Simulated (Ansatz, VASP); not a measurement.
**Ga2O3 (partly crystallised Ga2O3): VASP beside Ansatz**

Aim: how closely do two programs agree when they are given the same cell, functional and k mesh? Of the first pair: The structure shown is the start of the Ansatz relaxation below; VASP solves that cell, so the two are compared at the walk's first step.

Main program and level: Ansatz 0.2.0; plane waves, with VASP 6.6.1 beside it; single point at PBE.

### 1. The starting structure

The cell holds 115 atoms: 46 Ga and 69 O. Cell: a = 10.731 Å, b = 10.867 Å, c = 11.120 Å, α = 88.8°, β = 88.6°, γ = 86.4°. As first built, before any earlier steps moved the atoms (in the runner's words): 115 atoms (46 Fe, 69 O) placed at random at 4.28 g/cm^3, melted at 4500 K for 20 ps at fixed volume with the Morse and Coulomb pair potential with partial charges (Pedone, Malavasi, Menziani, Cormack and Segre, J. Phys. Chem. B 110, 11780 (2006)). Quenched from 4500 K to 300 K at 10 K/ps and fixed volume, held 20 ps at zero pressure. Then Fe was replaced by Ga (the potential has no terms for the new elements, so the cell is a start for a DFT relaxation).

### 2. Ansatz: relaxation, PBE

Ansatz runs on its default PAW (the set named soft_2) files.

The two programs are compared at the cell with which this relaxation starts, whose forces are those of its first step.

The input, input.yaml:

```yaml
crystal:
  lattice:
    - [10.72445, 0.33959, 0.13415]
    - [0.33619, 10.861, 0.11386]
    - [0.13281, 0.11386, 11.11873]
  atoms:
    - { symbol: Ga, position: [0.60012, 0.07507, 0.09502] }
    - { symbol: Ga, position: [0.27811, 0.51501, 0.96999] }
    - { symbol: Ga, position: [0.03948, 0.04373, 0.50025] }
    - { symbol: Ga, position: [0.75984, 0.06685, 0.54973] }
    - { symbol: Ga, position: [0.07879, 0.65866, 0.74069] }
    - { symbol: Ga, position: [0.41337, 0.76686, 0.00337] }
    - { symbol: Ga, position: [0.10677, 0.38811, 0.84111] }
    - { symbol: Ga, position: [0.95022, 0.54953, 0.33619] }
    - { symbol: Ga, position: [0.90482, 0.55478, 0.0183] }
    - { symbol: Ga, position: [0.08473, 0.39911, 0.55841] }
    - { symbol: Ga, position: [0.54966, 0.49365, 0.95079] }
    - { symbol: Ga, position: [0.20318, 0.426, 0.27476] }
    - { symbol: Ga, position: [0.34344, 0.71009, 0.30176] }
    - { symbol: Ga, position: [0.7135, 0.73307, 0.91043] }
    - { symbol: Ga, position: [0.71497, 0.30161, 0.88586] }
    - { symbol: Ga, position: [0.361, 0.94381, 0.20253] }
    - { symbol: Ga, position: [0.7473, 0.38557, 0.1819] }
    - { symbol: Ga, position: [0.0824, 0.96322, 0.24685] }
    - { symbol: Ga, position: [0.80705, 0.93914, 0.31278] }
    - { symbol: Ga, position: [0.4894, 0.42965, 0.22283] }
    - { symbol: Ga, position: [0.385, 0.64259, 0.71035] }
    - { symbol: Ga, position: [0.93492, 0.18228, 0.72165] }
    - { symbol: Ga, position: [0.36728, 0.49359, 0.4699] }
    - { symbol: Ga, position: [0.87316, 0.1103, 0.04449] }
    - { symbol: Ga, position: [0.83739, 0.4995, 0.71587] }
    - { symbol: Ga, position: [0.53036, 0.86841, 0.69485] }
    - { symbol: Ga, position: [0.12606, 0.05142, 0.95438] }
    - { symbol: Ga, position: [0.42304, 0.03215, 0.91611] }
    - { symbol: Ga, position: [0.04422, 0.30921, 0.10551] }
    - { symbol: Ga, position: [0.29027, 0.82747, 0.52336] }
[... 79 atom lines left out ...]
    - { symbol: O, position: [0.4494, 0.13951, 0.43359] }
    - { symbol: O, position: [0.58023, 0.94998, 0.97886] }
    - { symbol: O, position: [0.07224, 0.30968, 0.27121] }
    - { symbol: O, position: [0.36858, 0.22892, 0.66587] }
    - { symbol: O, position: [0.76121, 0.72907, 0.07861] }
    - { symbol: O, position: [0.33313, 0.2894, 0.2493] }
kpoints:
  mp_grid: { grid: [1, 1, 1] }
hamiltonian:
  xc: pbe
scf:
  occupations: { method: fixed }
output:
  forces: true
  eigenvalues: true
  stress: true
relax:
  f_tol: 0.05
  max_steps: 70
```

The run is started by

```
ansatz run input.yaml --threads 4 --pin off --max-ram 8192MiB --backend cpu --events-out ev --progress --plain --runs-dir out
```

Numbers of over 12 decimals in the logs are rounded to 6 here.

The log of the run:

```text
Warning: output.stress: scf.convergence.dr2_threshold = 1e-7 eV (the SCF's general default) is looser than the 1.08e-8 eV advised for a printed stress (1e-10 eV for each atom of the cell: 115, of which 108 are counted). What an SCF threshold leaves in a stress goes as its square root, and in the free energy as the threshold itself, and one threshold admits the most on a small cell: [figures from the program's tests c [...]
Engine: ansatz 0.2.0, x86_64-unknown-linux-gnu
Pseudopotentials: kind: paw
Pseudopotential: Ga, paw, valence charge 13, recommended cutoff 420 eV (normal), Ga.paw.azcp
Pseudopotential: O, paw, valence charge 6, recommended cutoff 420 eV (normal), O.paw.azcp
Functional definition: PBE
  parameter kappa = 0.804
  parameter beta = 0.066725
  exchange = pbe_x(kappa = kappa, mu = beta*pi^2/3)
  correlation = pbe_c(beta = beta)
Crystal: 115 atoms, lattice volume = 1293.499 Å³
Basis set: ecut = 420 eV, 25265 PW (Γ), exchange–correlation on 144×150×150 points (8 copies of the dense FFT grid, shifted against one another)
Bands: 621, of which v1, the nominal top of the filled ones, is band 506 counted from 1 (505 counted from 0)
Symmetry: 1 space group operations
Space group: P1 (ITA 1), of the structure as read, at distance tolerance 1.1e-4 Å
k-points: 1
Non-local potential: Ga, projectors of the file, l = 0: 2, l = 1: 2, l = 2: 3, l = 3: 1
Non-local potential: O, projectors of the file, l = 0: 2, l = 1: 2, l = 2: 1
PAW form: soft (Blöchl's): semilocal exchange-correlation on the pseudo side does not see the compensation charge
PAW one-centre angular grid: Ga, 590 points (default); XC on 64 Gauss nodes
PAW one-centre angular grid: O, 110 points (default); XC on 64 Gauss nodes
Initial density: superposition of atomic densities (neutral atoms: chi_scale 0, normalization atom), corrected by the library's trained network
Initial wavefunctions: pseudopotential atomic-orbital guess
Functional: x = pbe(κ = 0.804, μ = 0.219515), c = pbe(β = 0.066725)
SCF iter   1: F=—  HF=-213196.647282 eV  |F-HF|=—  |Δ(HF+E_count)|=         —  Δρ=2.32e-3  dr2=9.60e-2  ethr=1.77e-3  ⟨swp⟩=5.0  Hψ=1852  notcnv=0  defer=113
preconditioner: auto → Resta (q_TF=auto, 2.619 Å⁻¹)  ε∞=4.6  [insulator: Δε(μ)=1.622 eV  Ē_g=17.281 eV  n_scr=406 (ndim 8)  ℏωp=32.8 eV  f_vac=0.076  ε∞_Penn≈4.6]
SCF iter   2: F=—  HF=-213196.630855 eV  |F-HF|=—  |Δ(HF+E_count)|=   1.64e-2  Δρ=1.24e-3  dr2=2.23e-2  ethr=9.48e-6  ⟨swp⟩=2.0  Hψ=1223  notcnv=0  defer=113
SCF iter   3: F=—  HF=-213196.631407 eV  |F-HF|=—  |Δ(HF+E_count)|=   5.52e-4  Δρ=5.43e-4  dr2=6.69e-3  ethr=2.21e-6  ⟨swp⟩=2.0  Hψ=958  notcnv=0  defer=113
SCF iter   4: F=—  HF=-213196.631184 eV  |F-HF|=—  |Δ(HF+E_count)|=   2.23e-4  Δρ=1.82e-4  dr2=4.77e-4  ethr=6.61e-7  ⟨swp⟩=2.0  Hψ=961  notcnv=0  defer=113
SCF iter   5: F=—  HF=-213196.631326 eV  |F-HF|=—  |Δ(HF+E_count)|=   1.42e-4  Δρ=1.25e-4  dr2=1.83e-4  ethr=4.71e-8  ⟨swp⟩=2.0  Hψ=993  notcnv=0  defer=113
SCF iter   6: F=-213196.631352 eV  HF=-213196.631345 eV  |F-HF|=7.33e-6  |Δ(HF+E_count)|=   1.84e-5  Δρ=2.84e-5  dr2=1.25e-5  ethr=6.18e-9  ⟨swp⟩=11.0  Hψ=3400  notcnv=0
SCF 1 converged in 6 iterations: F = -213196.631352 eV  dr2 = 1.25e-5
  greatest PAW one-centre occupation: 0.998 electrons in one spin orbital (limit 2), on the Ga atom at site 26 (counted from 0), in its partial waves of l = 2
relax step   1: F+E_penalty+E_count = -213196.63135188 eV  Δ(F+E_penalty+E_count) = +0.000e0 eV  max|allowed force component| = 1.629e-1 eV/Å  Δτ_max = 0.0000 Å  (6 SCF iters, dr2 threshold 6.25e-5 eV, accepted)
Initial density: handed on by an earlier stage of this run
Initial wavefunctions: those handed on with the density
iter 1 solved again at ethr=1.27e-6 eV; its pass at ethr=3.10e-3 eV (dr2=1.28e-2 eV) is discarded
SCF iter   1: F=—  HF=-213196.660036 eV  |F-HF|=—  |Δ(HF+E_count)|=         —  Δρ=1.78e-3  dr2=1.31e-2  ethr=1.27e-6  ⟨swp⟩=2.0  Hψ=1511  notcnv=0  defer=113
[...]
- { symbol: Ga, position: [0.904578, 0.554371, 0.017961] }
    - { symbol: Ga, position: [0.084329, 0.398707, 0.558540] }
    - { symbol: Ga, position: [0.550581, 0.494504, 0.950296] }
    - { symbol: Ga, position: [0.202998, 0.426450, 0.274839] }
    - { symbol: Ga, position: [0.343735, 0.710262, 0.302419] }
    - { symbol: Ga, position: [0.714040, 0.734201, 0.910118] }
    - { symbol: Ga, position: [0.716234, 0.301539, 0.886528] }
    - { symbol: Ga, position: [0.360786, 0.943425, 0.202004] }
    - { symbol: Ga, position: [0.747672, 0.385243, 0.181732] }
    - { symbol: Ga, position: [0.082331, 0.962801, 0.246849] }
    - { symbol: Ga, position: [0.807994, 0.939462, 0.313151] }
    - { symbol: Ga, position: [0.489062, 0.429869, 0.222403] }
    - { symbol: Ga, position: [0.385858, 0.642521, 0.709921] }
    - { symbol: Ga, position: [0.935424, 0.182103, 0.721531] }
    - { symbol: Ga, position: [0.367547, 0.493931, 0.469968] }
    - { symbol: Ga, position: [0.873734, 0.109692, 0.044363] }
    - { symbol: Ga, position: [0.836086, 0.500097, 0.715735] }
    - { symbol: Ga, position: [0.530766, 0.869028, 0.694272] }
    - { symbol: Ga, position: [0.127460, 0.050754, 0.954781] }
    - { symbol: Ga, position: [0.423007, 0.032511, 0.915964] }
    - { symbol: Ga, position: [0.043907, 0.308947, 0.105790] }
    - { symbol: Ga, position: [0.291281, 0.826936, 0.523734] }
    - { symbol: Ga, position: [0.957840, 0.925761, 0.784017] }
    - { symbol: Ga, position: [0.692987, 0.992438, 0.848377] }
[...]
- { symbol: Ga, position: [0.224329, 0.131554, 0.666300] }
    - { symbol: Ga, position: [0.593596, 0.218702, 0.362843] }
    - { symbol: Ga, position: [0.933708, 0.255333, 0.370811] }
    - { symbol: Ga, position: [0.134798, 0.690316, 0.141982] }
    - { symbol: Ga, position: [0.499526, 0.127854, 0.605292] }
    - { symbol: Ga, position: [0.288164, 0.168628, 0.365538] }
    - { symbol: Ga, position: [0.552353, 0.944271, 0.386062] }
    - { symbol: Ga, position: [0.636979, 0.706271, 0.200729] }
    - { symbol: O, position: [0.106449, 0.581532, 0.272477] }
    - { symbol: O, position: [0.626929, 0.533862, 0.221900] }
    - { symbol: O, position: [0.00821996, 0.518673, 0.669464] }
    - { symbol: O, position: [0.308418, 0.962849, 0.629841] }
    - { symbol: O, position: [0.106689, 0.887896, 0.872018] }
    - { symbol: O, position: [0.971692, 0.125983, 0.891498] }
    - { symbol: O, position: [0.332845, 0.930897, 0.035835] }
    - { symbol: O, position: [0.192939, 0.422354, 0.096365] }
    - { symbol: O, position: [0.904605, 0.176491, 0.540771] }
    - { symbol: O, position: [0.896345, 0.662378, 0.446040] }
    - { symbol: O, position: [0.880971, 0.499159, 0.185926] }
    - { symbol: O, position: [0.962829, 0.780812, 0.687296] }
    - { symbol: O, position: [0.844908, 0.891632, 0.917290] }
    - { symbol: O, position: [0.405214, 0.550381, 0.850412] }
    - { symbol: O, position: [0.586920, 0.969059, 0.557291] }
    - { symbol: O, position: [0.878778, 0.249774, 0.138218] }
    - { symbol: O, position: [0.643554, 0.218599, 0.565893] }
    - { symbol: O, position: [0.113601, 0.876021, 0.475803] }
    - { symbol: O, position: [0.861364, 0.930338, 0.486440] }
    - { symbol: O, position: [0.954919, 0.410784, 0.452468] }
    - { symbol: O, position: [0.380248, 0.487899, 0.636557] }
    - { symbol: O, position: [0.022261, 0.991203, 0.084072] }
    - { symbol: O, position: [0.056391, 0.042770, 0.677113] }
    - { symbol: O, position: [0.225391, 0.730794, 0.689711] }
[...]
- { symbol: O, position: [0.097117, 0.287055, 0.700700] }
    - { symbol: O, position: [0.674195, 0.823115, 0.319365] }
    - { symbol: O, position: [0.449142, 0.139668, 0.433512] }
    - { symbol: O, position: [0.579939, 0.949189, 0.979119] }
    - { symbol: O, position: [0.072457, 0.308910, 0.271905] }
    - { symbol: O, position: [0.367948, 0.229965, 0.665181] }
    - { symbol: O, position: [0.761459, 0.729234, 0.078874] }
    - { symbol: O, position: [0.334148, 0.290149, 0.248907] }
```

The column dr2 measures how far the density is from self-consistency, as an energy; F and HF (Harris–Foulkes) agree once it is small.

### 3. VASP: single point, PBE, start cell, pair 1

The same cell, functional and mesh now go to VASP, with its own data sets.

Lines of VASP's logs that name or quote its potential files are left out, and so is its time.

The input, INCAR:

```
SYSTEM = Ga2O3
PREC = Accurate
ENCUT = 520
EDIFF = 1E-06
NELM = 120
ISMEAR = 0
SIGMA = 0.01
LREAL = Auto
ALGO = Normal
GGA = PE
NBANDS = 592
LORBIT = 11
LWAVE = .FALSE.
LCHARG = .FALSE.
ISIF = 2
LASPH = .TRUE.
GGA_COMPAT = .FALSE.
EFERMI = MIDGAP
NCORE = 4
```

The input, POSCAR:

```
Ga2O3
1.0
   10.7244500000      0.3395900000      0.1341500000
    0.3361900000     10.8610000000      0.1138600000
    0.1328100000      0.1138600000     11.1187300000
Ga O
46 69
Direct
    0.6001187554      0.0750654847      0.0950240821
    0.2781060782      0.5150092012      0.9699896591
    0.0394762361      0.0437285699      0.5002482593
    0.7598446663      0.0668513531      0.5497260157
    0.0787913561      0.6586601832      0.7406902669
    0.4133678654      0.7668576637      0.0033665974
    0.1067665923      0.3881110603      0.8411110744
    0.9502216867      0.5495291511      0.3361857309
    0.9048164543      0.5547785616      0.0182981137
    0.0847279439      0.3991112117      0.5584082844
    0.5496568210      0.4936456402      0.9507881786
    0.2031798088      0.4260029869      0.2747560853
    0.3434392849      0.7100923651      0.3017589692
    0.7135038283      0.7330669152      0.9104292003
    0.7149692543      0.3016056984      0.8858607098
    0.3609976496      0.9438125773      0.2025329930
    0.7473032675      0.3855733958      0.1818955834
    0.0823996927      0.9632180635      0.2468514005
    0.8070464837      0.9391420754      0.3127788873
    0.4894014444      0.4296503386      0.2228336158
    0.3850011799      0.6425906482      0.7103497180
    0.9349175923      0.1822801140      0.7216495401
    0.3672777951      0.4935892576      0.4699034522
    0.8731643717      0.1103044045      0.0444930077
    0.8373855553      0.4994957191      0.7158724193
    0.5303644136      0.8684078510      0.6948522624
    0.1260636137      0.0514155172      0.9543836747
    0.4230353267      0.0321547792      0.9161108029
    0.0442197396      0.3092136827      0.1055121270
    0.2902717943      0.8274685905      0.5233641311
[... 79 atom lines left out ...]
    0.4494042616      0.1395100528      0.4335861923
    0.5802278348      0.9499776490      0.9788616129
    0.0722433607      0.3096755838      0.2712134292
    0.3685788152      0.2289217160      0.6658665266
    0.7612094589      0.7290719138      0.0786125414
    0.3331263682      0.2894014109      0.2492964442
```

The input, KPOINTS:

```
Automatic mesh
0
Gamma
1 1 1
0 0 0
```

The projector-augmented-wave data sets are Ga_d and O (PBE family, release 64).

The run is started by

```
mpirun -np 16 vasp_gam
```

The log of the run:

```text
[banner, memory and clock lines left out]
running   16 mpi-ranks, on    1 nodes
[...]
LDA part: xc-table for (Slater+PW92), standard interpolation
 POSCAR, INCAR and KPOINTS ok, starting setup
[...]
entering main loop
       N       E                     dE             d eps       ncg     rms          rms(c)
DAV:   1     0.296017454043E+05    0.29602E+05   -0.35056E+05  1184   0.359E+03
DAV:   2     0.702181815125E+04   -0.22580E+05   -0.21485E+05  1184   0.104E+03
DAV:   3     0.332323295159E+03   -0.66895E+04   -0.62461E+04  1496   0.389E+02
DAV:   4    -0.672517488697E+03   -0.10048E+04   -0.97554E+03  1368   0.157E+02
[...]
DAV:  21    -0.671516875899E+03    0.56285E-06   -0.17206E-05  1688   0.381E-02    0.478E-03
DAV:  22    -0.671516876864E+03   -0.96478E-06   -0.13735E-05  1184   0.126E-02    0.358E-03
DAV:  23    -0.671516876898E+03   -0.33717E-07   -0.29917E-06   904   0.858E-03
   1 F= -.67151688E+03 E0= -.67151688E+03  d E =0.000000E+00
```

From OUTCAR (step 3):

```text
  Total       30.6197766     12.5783705     15.0015588     -0.2973172      0.4382709     -0.0739281
  in kB       37.9268389     15.5800559     18.5815106     -0.3682686      0.5428593     -0.0915702
  external PRESSURE =      24.0294684 kB  Pullay stress =       0.0000000 kB

 POSITION                                       TOTAL-FORCE (eV/Angst)
 -----------------------------------------------------------------------------------
      6.47380      1.02990      1.14560        -0.012552      0.083397      0.029858
      3.28450      5.79840     10.88100        -0.072948      0.051661      0.088536
      0.50450      0.54530      5.57240        -0.033845     -0.070992     -0.026795
      8.24440      1.04670      6.22180        -0.047183     -0.058632      0.028103
      1.16480      7.26480      8.32110        -0.092670     -0.075548      0.078645
[...]
1.56980      9.61900      5.40010         0.146593      0.016599     -0.038327
      9.61280     10.45490      5.62120         0.010038      0.002800      0.051662
     10.45810      4.84030      5.20060        -0.153814      0.040019     -0.040582
      4.32850      5.49920      7.18390        -0.008729     -0.018539      0.039069
      0.57730     10.79400      1.05130         0.018182     -0.063237      0.005105
      0.69980      0.57040      7.54310         0.106472     -0.054352      0.020108
      2.75760      8.09370      7.78280        -0.032824      0.059586     -0.067886
      4.71410      9.17460      9.42740         0.128372     -0.068573      0.038184
[...]
-----------------------------------------------------------------------------------
    total drift:                                0.008214     -0.019816     -0.004057

  FREE ENERGIE OF THE ION-ELECTRON SYSTEM (eV)
  ---------------------------------------------------
  free  energy   TOTEN  =      -671.5168768975 eV

  energy  without entropy=     -671.5168768975  energy(sigma->0) =     -671.51687690

[... 3 further parts left out ...]
[key lines of the parts left out:]
E-fermi :   4.2912
```

The run ends at a pressure of 2.40 GPa, with forces up to 0.22 eV/Å.

### 4. Comparison

Known differences besides the potentials themselves: fixed occupations in Ansatz, narrow Gaussian smearing in VASP; the cutoff is 420 eV in Ansatz and 520 eV in VASP (PREC = Accurate, projectors in real space). Total energies have different zeros and are not compared.

Forces on 10 of the 115 atoms, those with the largest forces and the largest differences (eV/Å; atoms numbered as in POSCAR):

| atom | Ansatz x, y, z | VASP x, y, z |
| --- | --- | --- |
| Ga8 | -0.163, -0.010, 0.096 | -0.185, 0.010, 0.110 |
| Ga14 | 0.050, 0.105, -0.094 | 0.047, 0.130, -0.113 |
| Ga15 | 0.089, -0.102, 0.120 | 0.094, -0.113, 0.102 |
| Ga36 | 0.083, 0.024, 0.081 | 0.113, 0.070, 0.118 |
| Ga37 | -0.032, -0.094, 0.064 | -0.062, -0.149, 0.040 |
| O51 | -0.058, -0.070, 0.124 | -0.052, -0.104, 0.147 |
| O74 | -0.011, -0.029, -0.018 | -0.008, -0.078, -0.066 |
| O80 | -0.150, 0.006, -0.102 | -0.169, 0.025, -0.104 |
| O90 | 0.144, -0.062, 0.038 | 0.153, -0.084, 0.006 |
| O111 | 0.005, -0.083, 0.041 | 0.008, -0.156, 0.049 |

The forces differ by 18 meV/Å r.m.s., which is 27.8 % of the r.m.s. force of 0.065 eV/Å (both taken over all components).

### 5. What the set-up changes

Further runs change the set-up of one program: Ansatz's method, potentials or start, or VASP's data sets, cutoff or form of LDA. The table gives that difference for each run.

| run | r.m.s. force difference (meV/Å) |
| --- | --- |
| as above | 18 |
| VASP with a cutoff of 600 eV (perhaps on Ansatz's relaxed cell) | 17 |

(Continued in part 2 of 2.)

[Lines on the potential files, build, host, timing and source positions are cut from VASP's logs without a mark.]

[Logs are printed without paths, hosts, clocks, repeated set-up lines and the standing remarks that a program may print on its own settings, such as how far it seeks lower states.]

[Hosts, paths, dates, database ids (printed as entryN), source tags and the programs' standing remarks are cut or masked in the printed files.]

[Rows of further runs with another cutoff or data set may stand on the cell that Ansatz relaxed, not on the start cell of the pair above them.]
